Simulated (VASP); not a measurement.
Input for VASP

INCAR:
```
SYSTEM = Zr
PREC = Accurate
ENCUT = 400
EDIFF = 1E-6
NELM = 25
ALGO = VeryFast
LREAL = .FALSE.
LASPH = .TRUE.
ISMEAR = 1
SIGMA = 0.1
GGA = PE
LMAXMIX = 4
LWAVE = .FALSE.
LCHARG = .FALSE.
ISIF = 2
HFSCREEN = 0.2
AEXX = 0.25
LHFCALC = .TRUE.
PRECFOCK = Fast
ISYM = 3
```

**POSCAR**
```
Zr
1
    1.6473000000    -2.8532070000     0.0000000000
    1.6473000000     2.8532070000     0.0000000000
    0.0000000000     0.0000000000     5.2530000000
Zr
2
Direct
  0.3333330000   0.6666670000   0.2500000000
  0.6666670000   0.3333330000   0.7500000000
```

KPOINTS:
```
Automatic mesh
0
Gamma
2 2 2
0 0 0
```

POTCAR, in this order: Zr_sv (PBE.64 set). Program: vasp_std.

What VASP printed:

standard output:
```
 POSCAR found type information on POSCAR Zr
 POSCAR found :  1 types and       2 ions
 Reading from existing POTCAR
 Reading from existing POTCAR
 LDA part: xc-table for (Slater+PW92), standard interpolation
 POSCAR, INCAR and KPOINTS ok, starting setup
 WAVECAR not read
 entering main loop
       N       E                     dE             d eps       ncg     rms          rms(c)
RMM:   1    -0.112760482892E+04   -0.11276E+04   -0.95672E+03    64   0.105E+03
RMM:   2    -0.135513320995E+04   -0.22753E+03   -0.31115E+03    64   0.315E+02
RMM:   3    -0.137731839119E+04   -0.22185E+02   -0.62972E+02    64   0.159E+02
RMM:   4    -0.138013615048E+04   -0.28178E+01   -0.10998E+02    64   0.697E+01
RMM:   5    -0.138214399472E+04   -0.20078E+01   -0.56833E+01    64   0.462E+01
RMM:   6    -0.138368035024E+04   -0.15364E+01   -0.21200E+01    64   0.335E+01
RMM:   7    -0.138456584504E+04   -0.88549E+00   -0.31692E+01    64   0.337E+01
RMM:   8    -0.138543705439E+04   -0.87121E+00   -0.19762E+01    64   0.267E+01
RMM:   9    -0.138626991341E+04   -0.83286E+00   -0.29722E+01   211   0.292E+01
RMM:  10    -0.138661308769E+04   -0.34317E+00   -0.42745E+00   211   0.123E+01
RMM:  11    -0.138711400577E+04   -0.50092E+00   -0.68392E+00   206   0.131E+01
RMM:  12    -0.138746756756E+04   -0.35356E+00   -0.42210E+00   203   0.119E+01    0.942E+00
RMM:  13     0.105248654303E+03    0.14927E+04   -0.25080E+01   232   0.428E+01    0.178E+01
RMM:  14     0.104139491701E+03   -0.11092E+01   -0.41482E+00   201   0.166E+01    0.696E+00
RMM:  15     0.104778742447E+03    0.63925E+00   -0.32729E+00   195   0.127E+01    0.130E+00
RMM:  16     0.104992686150E+03    0.21394E+00   -0.25264E+00   200   0.107E+01    0.547E-01
RMM:  17     0.105063336481E+03    0.70650E-01   -0.13630E+00   203   0.100E+01    0.471E-01
RMM:  18     0.105097739872E+03    0.34403E-01   -0.11280E+00   205   0.954E+00    0.493E-01
RMM:  19     0.105140221316E+03    0.42481E-01   -0.64875E-01   208   0.944E+00    0.415E-01
RMM:  20     0.105159566189E+03    0.19345E-01   -0.69134E-01   211   0.921E+00    0.325E-01
RMM:  21     0.105167126683E+03    0.75605E-02   -0.53267E-01   215   0.924E+00    0.239E-01
RMM:  22     0.105175299345E+03    0.81727E-02   -0.57540E-01   214   0.913E+00    0.158E-01
RMM:  23     0.105185604123E+03    0.10305E-01   -0.51318E-01   220   0.903E+00    0.113E-01
RMM:  24     0.105181842797E+03   -0.37613E-02   -0.58621E-01   217   0.894E+00    0.796E-02
RMM:  25     0.105196012793E+03    0.14170E-01   -0.49112E-01   222   0.904E+00

 -----------------------------------------------------------------------------
|                                                                             |
|           W    W    AA    RRRRR   N    N  II  N    N   GGGG   !!!           |
|           W    W   A  A   R    R  NN   N  II  NN   N  G    G  !!!           |
|           W    W  A    A  R    R  N N  N  II  N N  N  G       !!!           |
|           W WW W  AAAAAA  RRRRR   N  N N  II  N  N N  G  GGG   !            |
|           WW  WW  A    A  R   R   N   NN  II  N   NN  G    G                |
|           W    W  A    A  R    R  N    N  II  N    N   GGGG   !!!           |
|                                                                             |
|     The electronic self-consistency was not achieved in the given           |
|     number of steps (NELM). The forces and other quantities evaluated       |
|     might not be reliable so examine the results carefully. If you find     |
|     spurious results, we suggest increasing NELM, if you were close to      |
|     convergence or switching to a different ALGO or adjusting the           |
|     density mixing parameters otherwise.                                    |
|                                                                             |
 -----------------------------------------------------------------------------

   1 F= 0.10519601E+03 E0= 0.10519633E+03  d E =-.964763E-03
```

### OUTCAR
```
------------------------ aborting loop EDIFF was not reached (unconverged)  ----------------------------
  FORCE on cell =-STRESS in cart. coord.  units (eV):
  Direction    XX          YY          ZZ          XY          YZ          ZX
  --------------------------------------------------------------------------------------
  Total      -41.6357592    -41.6357505    -35.2999597      0.0000000      0.0000000      0.0000000
  in kB    -1350.9326387  -1350.9323591  -1145.3584295      0.0000000      0.0000000      0.0000000
  external PRESSURE =   -1282.4078091 kB  Pullay stress =       0.0000000 kB
  volume of cell :       49.38
      direct lattice vectors                 reciprocal lattice vectors
     1.647300000 -2.853207000  0.000000000     0.303526984 -0.175241404  0.000000000
     1.647300000  2.853207000  0.000000000     0.303526984  0.175241404  0.000000000
     0.000000000  0.000000000  5.253000000     0.000000000  0.000000000  0.190367409
 POSITION                                       TOTAL-FORCE (eV/Angst)
 -----------------------------------------------------------------------------------
      1.64730      0.95107      1.31325        -0.000000     -0.000000     -0.000000
      1.64730     -0.95107      3.93975         0.000000      0.000000      0.000000
 -----------------------------------------------------------------------------------
    total drift:                                0.065050     -0.011022      0.074134
  FREE ENERGIE OF THE ION-ELECTRON SYSTEM (eV)
  ---------------------------------------------------
  free  energy   TOTEN  =       105.1960127925 eV

  energy  without entropy=      105.1969775553  energy(sigma->0) =      105.19633438

  exchange ACFDT corr.  =        -0.03256880  see jH, gK, PRB 81, 115126
```
(Selected blocks of OUTCAR.)

### Question
From input and log, find the fault in this run and mend it.

### Answer
The cause: a hybrid functional was run with ALGO = VeryFast. The run did not converge; its last values are not results. Against the sound run, the energy per atom (σ→0) goes up by 63.055 eV/atom; the pressure drops by 115.76 GPa. To mend it, set ALGO = Normal.

The mended run (HSE06 screened hybrid, plane waves, VASP's PBE PAW potentials (set 64)) converges, and its OSZICAR ends with
```
   1 F= -.20916808E+02 E0= -.20913701E+02  d E =-.932352E-02
```

The compound is Zr in the hcp structure. The cell was not relaxed at this level.
